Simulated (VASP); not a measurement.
Calculation: r2SCAN meta-GGA, VASP's PBE PAW potentials (set 64) (plane waves; VASP).

A VASP calculation is set up with these files.

File POSCAR:
```
Se
1
   -1.7131754109     1.7131754109     1.7131754109
    1.7131754109    -1.7131754109     1.7131754109
    1.7131754109     1.7131754109    -1.7131754109
Se
1
Direct
  0.0000000000   0.0000000000   0.0000000000
```

INCAR:
```
SYSTEM = Se
PREC = Accurate; ENCUT = 400; LREAL = .FALSE.
LASPH = .TRUE.
EDIFF = 1E-6; NELM = 100; ALGO = Normal
LMAXMIX = 4; LMIXTAU = .TRUE.
ISMEAR = 1; SIGMA = 0.1
METAGGA = R2SCAN
IBRION = 2; NSW = 60; ISIF = 3
EDIFFG = -0.01
LWAVE = .FALSE.; LCHARG = .FALSE.
```

**KPOINTS**
```
Regular mesh
0
gamma
13 13 13
```

POTCAR, in this order: Se (PBE.64 set). Program: vasp_std.

The resulting files:

**OSZICAR**
```
       N       E                     dE             d eps       ncg     rms          rms(c)
DAV:   1    -0.327643460109E+01   -0.32764E+01   -0.25728E+03  1190   0.611E+02
DAV:   2    -0.146537381737E+02   -0.11377E+02   -0.10847E+02  1624   0.764E+01
DAV:   3    -0.148345446241E+02   -0.18081E+00   -0.18033E+00  1393   0.107E+01
DAV:   4    -0.148347489027E+02   -0.20428E-03   -0.20428E-03  1897   0.399E-01
DAV:   5    -0.148347490010E+02   -0.98380E-07   -0.98047E-07  1428   0.518E-03    0.321E+00
DAV:   6    -0.133885357363E+02    0.14462E+01   -0.27462E-01  1456   0.474E+00    0.185E+00
DAV:   7    -0.139255742441E+02   -0.53704E+00   -0.19006E-01  1295   0.434E+00    0.530E-01
DAV:   8    -0.135876410134E+02    0.33793E+00   -0.18974E-01  1421   0.396E+00    0.109E-01
DAV:   9    -0.135931765218E+02   -0.55355E-02   -0.11053E-03  1624   0.398E-01    0.615E-02
DAV:  10    -0.135967935160E+02   -0.36170E-02   -0.89531E-04  1344   0.406E-01    0.980E-02
DAV:  11    -0.135981927999E+02   -0.13993E-02   -0.51250E-04  1323   0.245E-01    0.425E-02
DAV:  12    -0.135982162982E+02   -0.23498E-04   -0.18164E-05  1694   0.596E-02    0.266E-02
DAV:  13    -0.135981955093E+02    0.20789E-04   -0.58107E-06  1463   0.252E-02    0.893E-03
DAV:  14    -0.135982205805E+02   -0.25071E-04   -0.18410E-05  1302   0.507E-02    0.682E-03
DAV:  15    -0.135982220501E+02   -0.14695E-05   -0.12401E-06  1344   0.124E-02    0.894E-04
DAV:  16    -0.135982222322E+02   -0.18215E-06   -0.18644E-08   749   0.186E-03
   1 F= -.13598222E+02 E0= -.13597937E+02  d E =-.135982E+02
       N       E                     dE             d eps       ncg     rms          rms(c)
DAV:   1    -0.135984261488E+02   -0.20410E-03   -0.89416E-03  1232   0.638E-01    0.982E-02
DAV:   2    -0.135982811374E+02    0.14501E-03   -0.26846E-04  1358   0.137E-01    0.466E-02
DAV:   3    -0.135982315845E+02    0.49553E-04   -0.17157E-04  1190   0.121E-01    0.136E-02
DAV:   4    -0.135982682886E+02   -0.36704E-04   -0.16287E-05  1330   0.392E-02    0.123E-02
DAV:   5    -0.135982642985E+02    0.39901E-05   -0.23153E-06  1428   0.188E-02    0.281E-03
DAV:   6    -0.135982673995E+02   -0.31011E-05   -0.18076E-06  1288   0.173E-02    0.608E-04
DAV:   7    -0.135982673444E+02    0.55077E-07   -0.93175E-08   630   0.350E-03
   2 F= -.13598267E+02 E0= -.13597963E+02  d E =-.451122E-04
       N       E                     dE             d eps       ncg     rms          rms(c)
DAV:   1    -0.135982898033E+02   -0.22404E-04   -0.74084E-04  1239   0.184E-01    0.282E-02
DAV:   2    -0.135982781587E+02    0.11645E-04   -0.22478E-05  1358   0.403E-02    0.133E-02
DAV:   3    -0.135982745133E+02    0.36454E-05   -0.14316E-05  1190   0.350E-02    0.399E-03
DAV:   4    -0.135982773557E+02   -0.28424E-05   -0.14872E-06  1120   0.119E-02    0.357E-03
DAV:   5    -0.135982782068E+02   -0.85109E-06   -0.19098E-07   672   0.543E-03
   3 F= -.13598278E+02 E0= -.13597980E+02  d E =-.559746E-04
```

OUTCAR:
```
------------------------ aborting loop because EDIFF is reached ----------------------------------------
  FORCE on cell =-STRESS in cart. coord.  units (eV):
  Direction    XX          YY          ZZ          XY          YZ          ZX
  --------------------------------------------------------------------------------------
  Total        0.0010659      0.0010659      0.0010659      0.0000000     -0.0000000      0.0000000
  in kB        0.0846217      0.0846217      0.0846217      0.0000000     -0.0000000      0.0000000
  external PRESSURE =       0.0846217 kB  Pullay stress =       0.0000000 kB
  volume of cell :       20.18
      direct lattice vectors                 reciprocal lattice vectors
    -1.715144688  1.715144688  1.715144688     0.000000000  0.291520595  0.291520595
     1.715144688 -1.715144688  1.715144688     0.291520595  0.000000000  0.291520595
     1.715144688  1.715144688 -1.715144688     0.291520595  0.291520595  0.000000000
 POSITION                                       TOTAL-FORCE (eV/Angst)
 -----------------------------------------------------------------------------------
      0.00000     -0.00000      0.00000         0.000000      0.000000     -0.000000
 -----------------------------------------------------------------------------------
    total drift:                                0.000000      0.000000     -0.000000
  FREE ENERGIE OF THE ION-ELECTRON SYSTEM (eV)
  ---------------------------------------------------
  free  energy   TOTEN  =       -13.5982782068 eV

  energy  without entropy=      -13.5973823352  energy(sigma->0) =      -13.59797958

 reached required accuracy - stopping structural energy minimisation
```
(Selected blocks of OUTCAR.)

### CONTCAR
```
Se
   1.00000000000000
    -1.7151446875424896    1.7151446875424896    1.7151446875424896
     1.7151446875424896   -1.7151446875424896    1.7151446875424896
     1.7151446875424896    1.7151446875424896   -1.7151446875424896
  Se
     1
Direct
     0.0000000000000000    0.0000000000000000    0.0000000000000000
```

The structure was generated: Se was put into the bcc type (Im-3m), which need not be its known phase. This run relaxes it. Symmetry was kept, so distortions that lower it aren't found. The start is the result of an earlier pass.
